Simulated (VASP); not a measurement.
Here is the system:

```
ZrN
1.0
    0.00000     2.26424     2.26424
    2.26424     0.00000     2.26424
    2.26424     2.26424     0.00000
Zr N
1 1
Direct
  0.50000   0.50000   0.50000
  0.00000   0.00000   0.00000
```

All values below come from LDA (Ceperley-Alder, Perdew-Zunger) with spin-orbit coupling, VASP's LDA PAW potentials (set 64) (plane waves; VASP). Numerical set-up: 520 eV cut-off, 13×13×13 Γ-centred mesh, Gaussian smearing of 0.050 eV, potentials Zr_sv N.

Problem. Give the energies of bands 11 to 23 at the high-symmetry points, in eV from the Fermi level.

Solution. 
```json
[
 {"band": "11", "Γ": "-2.81", "X": "-4.57", "U": "-5.68", "L": "-7.93", "W": "-5.65"},
 {"band": "12", "Γ": "-2.81", "X": "-4.57", "U": "-5.68", "L": "-7.93", "W": "-5.65"},
 {"band": "13", "Γ": "-2.74", "X": "-3.75", "U": "-4.80", "L": "-5.96", "W": "-4.92"},
 {"band": "14", "Γ": "-2.74", "X": "-3.75", "U": "-4.80", "L": "-5.96", "W": "-4.92"},
 {"band": "15", "Γ": "-2.74", "X": "-3.27", "U": "-4.60", "L": "-5.95", "W": "-4.74"},
 {"band": "16", "Γ": "-2.74", "X": "-3.27", "U": "-4.60", "L": "-5.95", "W": "-4.74"},
 {"band": "17", "Γ": "-0.56", "X": "-3.16", "U": "-0.83", "L": "3.08", "W": "0.96"},
 {"band": "18", "Γ": "-0.56", "X": "-3.16", "U": "-0.83", "L": "3.08", "W": "0.96"},
 {"band": "19", "Γ": "-0.56", "X": "3.46", "U": "3.49", "L": "3.15", "W": "0.99"},
 {"band": "20", "Γ": "-0.56", "X": "3.46", "U": "3.49", "L": "3.15", "W": "0.99"},
 {"band": "21", "Γ": "-0.49", "X": "4.67", "U": "3.79", "L": "3.21", "W": "4.71"},
 {"band": "22", "Γ": "-0.49", "X": "4.67", "U": "3.79", "L": "3.21", "W": "4.71"},
 {"band": "23", "Γ": "1.56", "X": "4.77", "U": "5.52", "L": "4.87", "W": "4.97"}
]
```

It has no gap at this level: it comes out as a metal or semimetal.

The structure comes from a computed database's ZrN entry (Fm-3m); how it stands against other phases isn't given here. It was relaxed first.
